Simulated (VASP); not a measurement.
Data:

```xyz
2
Lattice="2.7981 0.0000 0.0000 0.0000 2.7981 0.0000 0.0000 0.0000 2.7981" Properties=species:S:1:pos:R:3 pbc="T T T"
Fe     0.0000     0.0000     0.0000
Co     1.3990     1.3990     1.3990
```
Starting moments (μB, in the order of the record's atoms Fe Co): 2.7 1.8.

Level of theory: PBEsol GGA, VASP's PBE PAW potentials (set 64) (plane waves; VASP 6.6.1). Settings: 400 eV cut-off, Gaussian smearing of 0.050 eV, potentials Fe Co.

**Question.** Give the spin-up energies of bands 1 to 12 at the high-symmetry points, in eV from the Fermi level.

**Answer.** 
```tsv
band	Γ	X	M	R
1	-9.41	-5.54	-5.87	-4.22
2	-5.66	-5.51	-5.68	-4.22
3	-5.66	-3.82	-4.25	-4.22
4	-3.19	-3.81	-4.25	-3.98
5	-3.19	-2.79	-1.99	-3.98
6	-3.19	-2.79	-1.90	-3.98
7	-1.95	-2.70	-1.81	-1.87
8	-1.95	-2.70	-1.62	-1.87
9	-0.80	-2.02	-0.54	-1.58
10	-0.80	-2.02	-0.54	-1.58
11	-0.80	-0.82	-0.26	7.90
12	9.33	-0.46	-0.26	7.90
```

**Question.** Give the spin-down energies of bands 1 to 12 at the high-symmetry points, in eV from the Fermi level.

**Answer.** 
| band | Γ | X | M | R |
|---|---|---|---|---|
| 1 | -9.17 | -4.96 | -4.46 | -2.80 |
| 2 | -3.88 | -4.80 | -4.43 | -2.80 |
| 3 | -3.88 | -1.93 | -2.50 | -2.80 |
| 4 | -1.28 | -1.38 | -2.50 | -2.43 |
| 5 | -1.28 | -1.22 | -0.07 | -2.43 |
| 6 | -1.28 | -1.22 | -0.07 | -2.43 |
| 7 | 0.70 | -0.42 | 0.42 | 0.51 |
| 8 | 0.70 | -0.38 | 0.47 | 0.51 |
| 9 | 1.58 | -0.38 | 0.75 | 1.48 |
| 10 | 1.58 | 0.65 | 1.44 | 1.48 |
| 11 | 1.58 | 1.16 | 1.82 | 8.75 |
| 12 | 9.67 | 2.12 | 1.82 | 8.75 |

It has no gap at this level: it comes out as a metal or semimetal.

The structure was generated: FeCo was put into the CsCl type (Pm-3m), which need not be its known phase. It was relaxed first, which changed the volume by +7 %.
